**Pressure of tungsten from its volume, on paper**

Suppose a model cell of tungsten has a volume a few percent away from the intended one, and someone must decide whether it can be used as it is or has to be rebuilt. The answer depends on the pressure that the volume error creates. Two sizes are worth remembering: one percent of volume costs about 3 GPa, and each GPa of pressure makes the metal about 4 GPa stiffer. The first settles small errors, and the second corrects it when the change of volume is larger.

VASP 6.6.1 calculations with the PBE functional for body-centred cubic tungsten, scaled equally in all directions, without spin polarisation or spin–orbit coupling. All rows use the W_sv PAW potential, a 520 eV plane-wave cutoff, an 18 × 18 × 18 k-mesh for the one-atom cell and Gaussian smearing of 1 eV. Pressure is positive in compression.

```tsv
volume (Å³/atom)	shortest distance (Å)	pressure (GPa)
14.755	2.676	34.22
15.241	2.705	20.95
15.728	2.734	9.64
16.215	2.762	-0.01
16.701	2.789	-8.22
17.187	2.816	-15.22
17.673	2.842	-21.16
```

**What the numbers show**

The cell is cubic and is scaled equally in all directions; negative pressure means that it is held stretched. The volume steps are practically equal, yet the pressure falls by 13.3 GPa over the first and only 5.9 GPa over the last. A straight line through the pressure-free volume must therefore fail on both sides. With the stiffness found at that volume, it gives 22 % too little pressure at the compressed end and 26 % too much tension at the stretched end.

The useful quantity is the stiffness $K=-V\,dP/dV$, where $V$ is the volume and $P$ the pressure. Taken from neighbouring rows, it is 410 GPa for the most compressed step and 213 GPa for the most stretched one. The mean pressures of these two steps differ by about 46 GPa, so the stiffness changes by roughly 4.3 GPa per GPa. A straight line of stiffness against pressure, fitted to all six steps, gives the same slope.

**Why squeezing makes it stiffer**

A gas at constant temperature is the simplest comparison. Its pressure is proportional to $1/V$, its stiffness equals its pressure, and so the stiffness grows by 1 GPa per GPa. The comparison covers only this growth. A gas has no stiffness at zero pressure and can't be held under tension. A metal is stiff even at zero pressure and can be stretched, because attraction and repulsion balance in it.

Let the repulsive part of the pressure grow as $(V_0/V)^a$ and the attractive part as $(V_0/V)^b$, with $a>b$ and the two equal at the pressure-free volume $V_0$. Then

$$P=c\left[(V_0/V)^a-(V_0/V)^b\right],\qquad K=c\left[a(V_0/V)^a-b(V_0/V)^b\right],$$

where $c$ is a constant. At $V_0$ the stiffness grows with pressure at the rate $(a^2-b^2)/(a-b)=a+b$. Two steep, opposing terms thus give a larger rate than the single gentle term of the gas. This is a theoretical argument: the table shows the total rate but doesn't separate the two parts.

**The rule**

For a hand estimate I round the slope of 4.3 found above to 4 and write $K=B+4P$, where $B$ is the stiffness at zero pressure. Integration gives the Murnaghan equation,

$$P=\frac{B}{4}\left[\left(\frac{V_0}{V}\right)^4-1\right].$$

To avoid powers, let $s=1-V/V_0$ be the fraction by which the volume has shrunk, and let $\eta=\ln(V_0/V)$. For small arguments $e^{4\eta}-1\approx 4\eta/(1-2\eta)$ and $\eta\approx s/(1-s/2)$. Inserting one into the other leaves

$$P\approx\frac{B\,s}{1-2.5\,s}.$$

The numerator is the straight line, and the divisor carries the change of stiffness. The 4 was found for tungsten and would have to be checked for another metal. Besides it, the rule needs two material values. For $V_0$ I use the practically pressure-free row, 16.215 Å³. The elastic constants calculated for that same row give $B=297$ GPa; the pressures 3 % to either side would have given 298 GPa.

**Two rows worked**

The end rows are the hardest test, though not a fully independent one, since they took part in the slope that was rounded to 4. At 14.755 Å³ the metal is compressed:

$$s=1-\frac{14.755}{16.215}=0.090,\qquad P\approx\frac{297\times0.090}{1-0.225}=\frac{26.7}{0.775}\approx34.5\ \text{GPa}.$$

The table has 34.2 GPa. At 17.673 Å³ the same steps give a negative $s$, so the divisor now exceeds one:

$$s=-0.090,\qquad P\approx\frac{-26.7}{1.225}\approx-21.8\ \text{GPa}.$$

The table has −21.2 GPa.

The question can also be turned round. Solving for the compression gives $s\approx P/(B+2.5P)$, so a target of 10 GPa needs $10/(297+25)$, or about 3 % less volume. Over the table this inverse rule finds the volume to about 0.3 % of $V_0$. If only bond lengths are known, the cube of their ratio gives $V/V_0$, as long as the cell is scaled equally in all directions.

**How good it is**

The hand rule stays within 0.7 GPa of every row. Relative to the calculated pressure the error is at most about 3 %, leaving out the pressure-free row, where a percentage has no meaning. The agreement near $V_0$ is no independent success, since $B$ is the slope of this very curve there. The harder test is the bend towards the two ends, and there the rule removes most of the error of the straight line.

The stretched side is the weaker one. The slope of the stiffness isn't quite constant: from step to step it rises from about 4 at the compressed end to nearly 5 at the stretched end, the direction expected from two opposing terms. The round 4 is therefore too low mainly in tension. There its error adds to that of the simplified fraction, while the two oppose each other in compression. Putting the fitted slope into the hand rule improves the stretched end but spoils this cancellation in compression, where the miss grows to 0.8 GPa. The printed analysis below lists the estimates row by row.

**Where to stop trusting it**

Close to zero pressure the choice of $V_0$ matters more than the formula, because an error of 1 % in it shifts the answer by 3 GPa. $V$ and $V_0$ should therefore come from the same source. The PBE functional is known to make tungsten slightly too large, so a measured volume set against the calculated $V_0$ would produce a false pressure.

The calculated $V_0$ also depends on a numerical setting. The electrons were spread over energy levels with a width of 1 eV, which helps convergence but isn't a physical temperature. Judging by the energies extrapolated to zero width, this adds about 1.7 GPa near $V_0$; without it, the pressure-free volume would be about 0.09 Å³ smaller. The extrapolation is itself approximate, but the shift is clearly larger than the misses of the rule. A close match with the table therefore doesn't make the absolute pressures equally accurate.

The tested range ends at 9 % on either side. At 20 % compression the hand rule would give 119 GPa and the Murnaghan equation 107 GPa from the same constants, so the shortcut alone costs about a tenth. On the stretched side the rule never reaches a greatest tension, although a real crystal must. It serves to estimate a pressure, and should not be used to estimate the strength at which the metal breaks.

Output of the analysis:

```
Hand rule and step stiffness (last two columns belong to the step from the row above):
     row  compression %  B s GPa  divisor  hand rule GPa  rule miss GPa  Murnaghan miss GPa  step mean pressure GPa  step stiffness GPa
  14.755          9.004    26.74   0.7749           34.5         0.2843              -0.181                     n/a                 n/a
  15.241          6.007    17.84   0.8498          20.99        0.03906            -0.07507                   27.59               409.5
  15.728          3.003    8.919   0.9249          9.643        0.00258           -0.009337                   15.29               359.6
  16.215              0        0        1              0           0.01                0.01                   4.815               316.5
  16.701         -2.997     -8.9    1.075          -8.28       -0.05984            -0.05133                  -4.115                 278
  17.187         -5.994    -17.8     1.15         -15.48        -0.2606             -0.2021                  -11.72                 244
  17.673         -8.992    -26.7    1.225          -21.8        -0.6402             -0.4697                  -18.19                 213
fit of K on 6 rows: constant 293.7 +/- 0.96, coefficient of pmid 4.275 +/- 0.061; rms 1.91, worst 17.673 2.92, leave-one-out rms 3.42
Bulk modulus from the elastic constants, GPa: 296.9
Bulk modulus from the pressures at 3 % either side, GPa: 297.7
Largest pressure fall in one step, GPa: 13.27
Smallest pressure fall in one step, GPa: 5.94
Straight line at the compressed end, error in size of pressure, %: -21.87
Straight line at the stretched end, error in size of pressure, %: 26.19
Hand rule at the compressed end, error in size of pressure, %: 0.8309
Hand rule at the stretched end, error in size of pressure, %: 3.026
Largest miss of the hand rule, GPa: 0.6402
Largest miss of the full Murnaghan equation with slope 4, GPa: 0.4697
Largest miss of the hand rule with the fitted slope in place of 4, GPa: 0.8442
Inverse rule, largest error of the volume, % of V0: 0.3213
Pressure error near V0 for a 1 % error in V0, GPa: 2.969
Hand rule at 20 % compression (outside the table), GPa: 118.8
Murnaghan equation at 20 % compression (outside the table), GPa: 107
Pressure change on removing the smearing, near V0, GPa: -1.711
Resulting shift of the pressure-free volume, cubic angstrom: -0.09343
```
